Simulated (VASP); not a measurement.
# ScZn (Pm-3m) in VASP: a series of runs

Runs on ScZn. Level: LDA. Tasks: single point, relaxation of cell and atoms.

Everything below comes from runs of VASP 6.6.1. Logs are shortened: lines on timing, memory, paths and dates and some standing lists are left out, and cuts for length are marked.

**1. The crystal as given**

The structure is cubic, space group Pm-3m (No. 221). Conventional cell: a = 3.257 Å, b = 3.257 Å, c = 3.257 Å, α = 90.00°, β = 90.00°, γ = 90.00°. Sc (site symmetry m-3m) has 8 Zn at 2.82 Å as nearest neighbours. Around Zn (site symmetry m-3m) lie 8 Sc at 2.82 Å.

**2. Single point, LDA**

Contents of INCAR:

```
ALGO = Normal
EDIFF = 1E-7
ENCUT = 520
ISIF = 2
ISMEAR = 0
LASPH = T
LCHARG = F
LREAL = F
LWAVE = F
NBANDS = 18
NELM = 80
PREC = Accurate
SIGMA = 0.1
```

Contents of KPOINTS:

```
k-points
0
Gamma
  14 14 14
```

Contents of POSCAR:

```
ScZn
1.0
    3.2570241564      0.0000000000      0.0000000000
    0.0000000000      3.2570241564      0.0000000000
    0.0000000000      0.0000000000      3.2570241564
Sc Zn
1 1
Direct
    0.0000000000      0.0000000000      0.0000000000
    0.5000000000      0.5000000000      0.5000000000
```

Potentials or basis: VASP PAW LDA potentials, release 64 (Sc_sv, Zn).

On the command line:

```
$ cat potpaw_LDA.64/Sc_sv/POTCAR potpaw_LDA.64/Zn/POTCAR > POTCAR
$ mpirun -np 1 vasp_std > vasp.out
```

OUTCAR:

```text
EDIFF = 1E-7
   ENCUT = 520
   ISIF = 2
   ISMEAR = 0
   LASPH = T
   LREAL = F
   NELM = 80
   PREC = Accurate

 ion  position               nearest neighbor table
   1  0.000  0.000  0.000-   2 2.82   2 2.82   2 2.82   2 2.82   2 2.82   2 2.82   2 2.82   2 2.82

   2  0.500  0.500  0.500-   1 2.82   1 2.82   1 2.82   1 2.82   1 2.82   1 2.82   1 2.82   1 2.82

  LATTYP: Found a simple cubic cell.
 ALAT       =     3.2570241564

  Lattice vectors:

 A1 = (   3.2570241564,   0.0000000000,   0.0000000000)
 A2 = (   0.0000000000,   3.2570241564,   0.0000000000)
 A3 = (   0.0000000000,   0.0000000000,   3.2570241564)

Analysis of symmetry for initial positions (statically):
=====================================================================
 Subroutine PRICEL returns:
 Original cell was already a primitive cell.

 Routine SETGRP: Setting up the symmetry group for a
 simple cubic supercell.

 Subroutine GETGRP returns: Found 48 space group operations
 (whereof 48 operations were pure point group operations)
 out of a pool of 48 trial point group operations.

The static configuration has the point symmetry O_h .

Analysis of symmetry for dynamics (positions and initial velocities):
=====================================================================
 Subroutine PRICEL returns:
 Original cell was already a primitive cell.

 Routine SETGRP: Setting up the symmetry group for a
 simple cubic supercell.

 Subroutine GETGRP returns: Found 48 space group operations
 (whereof 48 operations were pure point group operations)
 out of a pool of 48 trial point group operations.

The dynamic configuration has the point symmetry O_h .

 Subroutine INISYM returns: Found 48 space group operations
 (whereof 48 operations are pure point group operations),
 and found     1 'primitive' translations

----------------------------------------------------------------------------------------

                                     Primitive cell

  volume of cell :      34.5512

  direct lattice vectors                    reciprocal lattice vectors
     3.257024156  0.000000000  0.000000000     0.307028733  0.000000000  0.000000000
     0.000000000  3.257024156  0.000000000     0.000000000  0.307028733  0.000000000
     0.000000000  0.000000000  3.257024156     0.000000000  0.000000000  0.307028733

  length of vectors
     3.257024156  3.257024156  3.257024156     0.307028733  0.307028733  0.307028733

  position of ions in fractional coordinates (direct lattice)
[... 73 lines left out ...]
   ISPIN  =      1    spin polarized calculation?
   LNONCOLLINEAR =      F non collinear calculations
   LSORBIT =      F    spin-orbit coupling
   LASPH  =      T    aspherical Exc in radial PAW
   ENCUT  =  520.0 eV  38.22 Ry    6.18 a.u.   6.06  6.06  6.06*2*pi/ulx,y,z
   NELM   =     80;   NELMIN=  2; NELMDL= -5     # of ELM steps
   EDIFF  = 0.1E-06   stopping-criterion for ELM
   LREAL  =      F    real-space projection
   EDIFFG = 0.1E-05   stopping-criterion for IOM
   NSW    =      0    number of steps for IOM
   IBRION =     -1    ionic relax: 0-MD 1-quasi-New 2-CG
   NFREE  =      0    steps in history (QN), initial steepest desc. (CG)
   ISIF   =      2    stress and relaxation
   ISYM   =      2    0-nonsym 1-usesym 2-fastsym
   POTIM  = 0.5000    time-step for ionic-motion
   TEBEG  =    0.0;   TEEND  =   0.0 temperature during run
   PSTRESS=    0.0 pullay stress
   NELECT =      23.0000    total number of electrons
   NUPDOWN=      -1.0000    fix difference up-down
   EMIN   =  10.00;   EMAX   =-10.00  energy-range for DOS
   EFERMI =   0.00;   METHOD = LEGACY
   ISMEAR =     0;   SIGMA  =   0.10  broadening in eV -4-tet -1-fermi 0-gaus
   EFERMI_NEDOS =   21; number of points for ismear=-14 and -15
   IALGO  =     38    algorithm
   IMIX   =      4    mixing-type and parameters
     AMIX     =   0.40;   BMIX     =  1.00
     AMIX_MAG =   1.60;   BMIX_MAG =  1.00
  volume/ion in A,a.u.               =      17.28       116.58
  Fermi-wavevector in a.u.,A,eV,Ry     =   1.429431  2.701232 27.800408  2.043272
  Thomas-Fermi vector in A             =   2.549385
   LORBIT       =      0    0 simple, 1 ext, 2 COOP (PROOUT), +10 PAW based schemes
   GGA     = CA    functional components
   LHFCALC =     F    Hartree Fock is set to
   AEXX    =    0.0000 exact exchange contribution
   IVDW    =     0    specifies the selected vdW correction
   LEPSILON=     F    determine dielectric tensor
   LRPA    =     F    only Hartree local field effects (RPA)
 non-spin polarized calculation
 Gauss-broadening in eV      SIGMA  =   0.10
  energy-cutoff  :      520.00
  volume of cell :       34.55
 maximum number of plane-waves:       952
   NGX = 13   NGY = 13   NGZ = 13

 number of electron      23.0000000 magnetization

 Free energy of the ion-electron system (eV)
  ---------------------------------------------------
  ext. energy  EPLUGINS =         0.00000000
  ---------------------------------------------------
  free energy    TOTEN  =        -9.40425650 eV

  energy without entropy =       -9.39378585  energy(sigma->0) =       -9.39902118

 E-fermi :   3.9491     XC(G=0): -11.5068

 val. band max:        3.9481814092   @ k =   0.1429   0.1429   0.0714
 cond. band min:       3.9845437489   @ k =   0.2857   0.2143   0.0000
 fundamental gap:      0.0363623396
 Fermi energy:         3.9491086684

 k-point     1 :       0.0000    0.0000    0.0000
  band No.  band energies     occupation
      1     -44.8790      2.00000
      2     -23.7579      2.00000
      3     -23.7579      2.00000
      4     -23.7579      2.00000
      5      -3.9674      2.00000
      6      -3.4516      2.00000
[... 481 lines left out ...]
      5      -3.3465      2.00000
      6      -3.2889      2.00000
[... 10 lines left out ...]
     17      10.5730      0.00000
     18      13.7733      0.00000

 [... further k-points ...]
[... 5 lines left out ...]
  --------------------------------------------------------------------------------------
  -------------------------------------------------------------------------------------
  Total        0.0734985      0.0734985      0.0734985     -0.0000000     -0.0000000      0.0000000
  in kB        3.4082097      3.4082097      3.4082097     -0.0000000     -0.0000000      0.0000000
  external PRESSURE =       3.4082097 kB  Pullay stress =       0.0000000 kB

 VOLUME and BASIS-vectors are now :
 -----------------------------------------------------------------------------
  energy-cutoff  :      520.00
  volume of cell :       34.55
      direct lattice vectors                 reciprocal lattice vectors
     3.257024156  0.000000000  0.000000000     0.307028733  0.000000000  0.000000000
     0.000000000  3.257024156  0.000000000     0.000000000  0.307028733  0.000000000
     0.000000000  0.000000000  3.257024156     0.000000000  0.000000000  0.307028733

 POSITION                                       TOTAL-FORCE (eV/Angst)
 -----------------------------------------------------------------------------------
      0.00000      0.00000      0.00000         0.000000      0.000000      0.000000
      1.62851      1.62851      1.62851         0.000000      0.000000      0.000000
 -----------------------------------------------------------------------------------
    total drift:                                0.000000      0.000000     -0.000000

  FREE ENERGIE OF THE ION-ELECTRON SYSTEM (eV)
  ---------------------------------------------------
  free  energy   TOTEN  =        -9.4042564983 eV

  energy  without entropy=       -9.3937858523  energy(sigma->0) =       -9.39902118
```

OSZICAR:

```text
N       E                     dE             d eps       ncg     rms          rms(c)
DAV:   1     0.153535501011E+03    0.15354E+03   -0.10695E+04  4408   0.161E+03
DAV:   2    -0.423846071321E+01   -0.15777E+03   -0.15545E+03  4344   0.401E+02
DAV:   3    -0.104579278442E+02   -0.62195E+01   -0.61706E+01  6164   0.980E+01
DAV:   4    -0.105237982709E+02   -0.65870E-01   -0.65790E-01  5950   0.881E+00
DAV:   5    -0.105254925229E+02   -0.16943E-02   -0.16942E-02  5744   0.121E+00    0.751E+00
DAV:   6    -0.949536162696E+01    0.10301E+01   -0.25800E+00  5660   0.223E+01    0.245E+00
DAV:   7    -0.941860970352E+01    0.76752E-01   -0.30290E-01  6026   0.513E+00    0.873E-01
DAV:   8    -0.940830541039E+01    0.10304E-01   -0.22668E-02  5782   0.237E+00    0.584E-01
DAV:   9    -0.940430999143E+01    0.39954E-02   -0.41244E-03  5188   0.817E-01    0.757E-02
DAV:  10    -0.940427538004E+01    0.34611E-04   -0.78414E-04  5678   0.326E-01    0.286E-02
DAV:  11    -0.940425619957E+01    0.19180E-04   -0.11297E-04  5674   0.114E-01    0.520E-03
DAV:  12    -0.940425661363E+01   -0.41406E-06   -0.24213E-06  5378   0.174E-02    0.220E-03
DAV:  13    -0.940425650523E+01    0.10840E-06   -0.61850E-07  5328   0.813E-03    0.762E-04
DAV:  14    -0.940425649833E+01    0.68967E-08   -0.45796E-08  2394   0.302E-03
   1 F= -.94042565E+01 E0= -.93990212E+01  d E =-.104706E-01
```

stdout:

```text
POSCAR found type information on POSCAR ScZn
 POSCAR found :  2 types and       2 ions
 scaLAPACK will be used
 LDA part: xc-table for (Slater(with rela. corr.)+CA(PZ))
 , standard interpolation
 POSCAR, INCAR and KPOINTS ok, starting setup
 FFT: planning ... GRIDC
 FFT: planning ... GRID_SOFT
 FFT: planning ... GRID
 WAVECAR not read
 entering main loop
```

Run time: 16 s. Hardware: 1 thread of Intel Xeon 6975P-C (Granite Rapids), shared host; peak memory 0.18 GiB.

Results:

```yaml
Free_energy: -9.4043 eV
Pressure: 0.3 GPa
Band_gap_on_the_k_mesh: none (metal or under the smearing width)
```

Levels at points of the mesh, in eV from the Fermi level:
```csv
k point,band 10,band 11,band 12,band 13,band 14,band 15
"(0.00, 0.00, 0.00)",-7.05,0.06,0.06,3.17,3.17,3.17
"(0.50, 0.00, 0.00)",-4.45,-3.73,0.33,1.26,1.26,3.19
"(0.50, 0.50, 0.00)",-3.71,-0.50,-0.50,0.31,2.29,2.29
"(0.50, 0.50, 0.50)",-1.86,-1.86,-1.86,1.02,4.03,4.03
```

**3. Relaxation of cell and atoms, LDA**

Contents of INCAR:

```
SYSTEM = ScZn
PREC = Accurate
ENCUT = 600
EDIFF = 1E-6
ISMEAR = 0
SIGMA = 0.1
LREAL = .FALSE.
LASPH = .TRUE.
NELM = 60
ALGO = Normal
ISIF = 3
LWAVE = .FALSE.
LCHARG = .FALSE.
IBRION = 2
NSW = 100
EDIFFG = -0.005
```

Contents of KPOINTS:

```
Automatic mesh
0
G
  14 14 14
  0 0 0
```

POSCAR is that of step 2.

Potentials or basis: VASP PAW LDA potentials, release 64 (Sc_sv, Zn).

On the command line:

```
$ cat potpaw_LDA.64/Sc_sv/POTCAR potpaw_LDA.64/Zn/POTCAR > POTCAR
$ mpirun -np 1 vasp_std > vasp.out
```

It took 37 s on 1 thread of Intel Xeon 6975P-C (Granite Rapids), shared host; peak memory 0.21 GiB.

Results (log left out):

```yaml
Free_energy: -9.4042 eV
Relaxed_volume: 17.35 Å³/atom
Relaxed_cell: a = 3.262 Å, b = 3.262 Å, c = 3.262 Å, α = 90.00°, β = 90.00°, γ = 90.00°
Space_group_after_relaxing_to_0.05_Å: Pm-3m (No. 221)
Energy_gained_by_relaxing: 0.1 meV/atom
Ionic_steps: 2
Pressure_after_relaxing: 0.0 GPa
Band_gap_on_the_k_mesh: none (metal or under the smearing width)
```

The path:
```csv
step,energy change (eV),largest force (eV/Å),pressure (GPa),volume (Å³)
1,0.0000,0.0000,0.29,34.55
2,-0.0001,0.0000,-0.02,34.71
```

Final structure:
```
Sc Zn
1.0
     3.26195    0.00000    0.00000
     0.00000    3.26195    0.00000
     0.00000    0.00000    3.26195
Sc Zn
1 1
Cartesian
  0.0000 0.0000 0.0000
  1.6310 1.6310 1.6310
```

Levels at points of the mesh, in eV from the Fermi level:
| k point | band 9 | band 10 | band 11 | band 12 | band 13 | band 14 | band 15 |
| --- | --- | --- | --- | --- | --- | --- | --- |
| (0.00, 0.00, 0.00) | -7.05 | -7.05 | 0.06 | 0.06 | 3.15 | 3.15 | 3.15 |
| (0.50, 0.00, 0.00) | -7.01 | -4.44 | -3.72 | 0.33 | 1.26 | 1.26 | 3.18 |
| (0.50, 0.50, 0.00) | -6.84 | -3.70 | -0.50 | -0.50 | 0.31 | 2.28 | 2.28 |
| (0.50, 0.50, 0.50) | -6.84 | -1.85 | -1.85 | -1.85 | 1.00 | 4.01 | 4.01 |
